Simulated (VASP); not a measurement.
# PtF2: single point with PBE+U

PtF2:

```
CELL_PARAMETERS angstrom
1.56477 0.90342 4.73090
-1.56477 0.90342 4.73090
0.00000 -1.80685 4.73090
ATOMIC_POSITIONS crystal
Pt 0.00000 0.00000 0.00000
F 0.25200 0.25200 0.25200
F 0.74800 0.74800 0.74800
```

The cell was built by a generator and needn't be a form met in nature.

```json
{"Program": "VASP 6.6.1", "Task": "single point", "Functional": "PBE", "Potentials or basis": "VASP PAW PBE potentials, release 64 (Pt, F)", "Cutoff": "520 eV", "k mesh": "7 × 7 × 7", "Occupations": "gaussian, width 0.05 eV", "Spin": "collinear spin, ferromagnetic start", "Starting moments": "[0.5, 0.0, 0.0] μB", "Fixed moment": "3 μB", "Hubbard terms": "Pt d U = 6 eV"}
```

- Pressure: 28.8 GPa
- Largest force: 2.206 eV/Å
- Net moment: 3.00 μB per cell
- Site moments: Pt +2.28; F +0.32 μB
- Valence electrons inside the program's atomic spheres: Pt 9.05; F 6.05

Forces on the atoms (eV/Å):
```
Pt   0.000  0.000  0.000
F    0.000  0.000 -2.206
F    0.000  0.000  2.206
```

Stress tensor (GPa, compression positive):
```
32.03  0.00  0.00
 0.00 32.03  0.00
 0.00  0.00 22.36
```

Eigenvalues of the final occupation matrices:
| site | spin | trace | eigenvalues |
| --- | --- | --- | --- |
| site 1 d | 1 | 5.08 | 0.98 0.98 0.98 1.06 1.06 |
| site 1 d | 2 | 3.01 | 0.22 0.22 0.79 0.79 0.97 |

It took 4 min on 1 thread of AMD EPYC 7R43 64-Core Processor (Zen 3), on a shared host, peak memory 0.27 GiB.

Caveat: the moment is held away from its start; a pressure of tens of GPa on the cell as given is suspect, and the run, the potentials or the cell itself is likely at fault; the total moment is fixed, so each spin has its own Fermi level; forces of over 1 eV/Å show positions far from the minimum, so gaps and moduli don't describe the material at rest. Spin-orbit coupling is left out, which matters for the levels of Pt.
